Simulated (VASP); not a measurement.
Write the native input for VASP 6.6.1 that does the following.

- Task: single point
- Functional: PBE
- Potentials or basis: VASP PAW PBE potentials, release 64 (Li_sv, Mg, B, N)
- Cutoff: 520 eV
- k mesh: 10 × 10 × 10
- Occupations: gaussian, width 0.05 eV
- Spin: no spin polarisation
- Dipole correction: no
- Further INCAR settings: ALGO = Normal; EDIFF = 1e-06; NBANDS = 17

The structure of LiMgBN2 lies in POSCAR:

```
LiMgBN2
1.0
   -1.8499397319      1.8499397319      4.7350269823
    1.8499397319     -1.8499397319      4.7350269823
    1.8499397319      1.8499397319     -4.7350269823
Li Mg B N
1 1 1 2
Direct
    0.2500000000      0.7500000000      0.5000000000
    0.7500000000      0.2500000000      0.5000000000
    0.5000000000      0.5000000000      0.0000000000
    0.6512635000      0.6512635000      0.0000000000
    0.3487365000      0.3487365000      0.0000000000
```

The cell comes from a database or a generator and needn't be the stable form of this composition.

These files were run (other wordings do the same):

INCAR

```
PREC = Accurate ; ENCUT = 520
EDIFF = 1E-6 ; ISMEAR = 0
SIGMA = 0.05 ; LREAL = False
LASPH = True ; NELM = 100
ALGO = Normal ; ISIF = 2
LWAVE = False ; LCHARG = True
GGA = PE ; LELF = True
LVHAR = True ; NBANDS = 17
```

KPOINTS

```
regular mesh
0
Gamma
  10 10 10
```

Potentials or basis: VASP PAW PBE potentials, release 64 (Li_sv, Mg, B, N).

Launch:

```sh
$ cat potpaw_PBE.64/Li_sv/POTCAR potpaw_PBE.64/Mg/POTCAR potpaw_PBE.64/B/POTCAR potpaw_PBE.64/N/POTCAR > POTCAR
$ mpirun -np 1 vasp_std > vasp.out
```

Results of the run:

```yaml
Largest_force: 3.618 eV/Å
Band_gap_on_the_k_mesh: 2.66 eV, indirect (least direct gap 3.75 eV)
```

Caveat: forces of over 1 eV/Å show positions far from the minimum, so gaps and moduli don't describe the material at rest.

It took 100 s on 1 thread of Intel(R) Xeon(R) 6975P-C (Granite Rapids) (shared host), peak memory 0.32 GiB.
